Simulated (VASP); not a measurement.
Runs of VASP 6.6.1 on Fe. Symmetry: Pm-3m, No. 221, cubic system. Conventional cell: a = 2.334 Å, b = 2.334 Å, c = 2.334 Å, α = 90.00°, β = 90.00°, γ = 90.00°. Fe (site symmetry m-3m) is surrounded by 6 Fe at 2.33 Å. The cell was built by a generator and needn't be a form met in nature.

```csv
task,cell,k mesh,cutoff (eV),gap on the mesh (eV),pressure (GPa)
relaxation of cell and atoms,relaxed,13 × 13 × 13,600,none,0.0
single point,"Pm-3m, 11.27 Å³/atom",16 × 16 × 16,520,none,-9.8
single point,"Pm-3m, 10.84 Å³/atom",13 × 13 × 13,520,none,-0.8
single point,"Pm-3m, 11.71 Å³/atom",16 × 16 × 16,520,none,(a)
single point,"Pm-3m, 10.84 Å³/atom",23 × 23 × 23,520,none,-0.8
```

Alike in all rows: level LDA; potentials or basis VASP PAW LDA potentials, release 64 (Fe); no spin polarisation; smearing fermi-dirac 0.1 eV.

Estimate the missing entries.

(a) -16.9.

Caveats: the run has no spin polarisation, though such a crystal can be magnetic; the volume moved by over 15 % at a fixed basis, so the end points are rough (some runs); so large a pressure means that the cell lies far from this level's equilibrium, or that cutoff or potentials fall short (some runs).

A gap of «none» marks a metal or a gap under the smearing width.
